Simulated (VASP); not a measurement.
Input:

```
SrTe
1.0
    0.00000     3.32849     3.32849
    3.32849     0.00000     3.32849
    3.32849     3.32849     0.00000
Sr Te
1 1
Cartesian
  0.00000   0.00000   0.00000
  3.32849   3.32849   3.32849
```

Calculation: PBE GGA, VASP's PBE PAW potentials (set 64) (plane waves; VASP 6.6.1). Settings: 520 eV cut-off, 7×7×7 Γ-centred mesh, Gaussian smearing of 0.050 eV, potentials Sr_sv Te.

Question: The job: SrTe (rock salt), 2 atoms, PBE, static run, 520 eV, 7×7×7 Γ-centred mesh. Roughly how much core time does it take on a busy server core?

Answer: About 20 core-seconds (one run on a shared machine, a rough figure). It had 20 irreducible k-points, 12 bands, up to 2006 plane waves and 13 electronic steps.

The compound is SrTe in the rock salt structure. This cell is one point of a volume scan, at 0.97 of the reference volume.
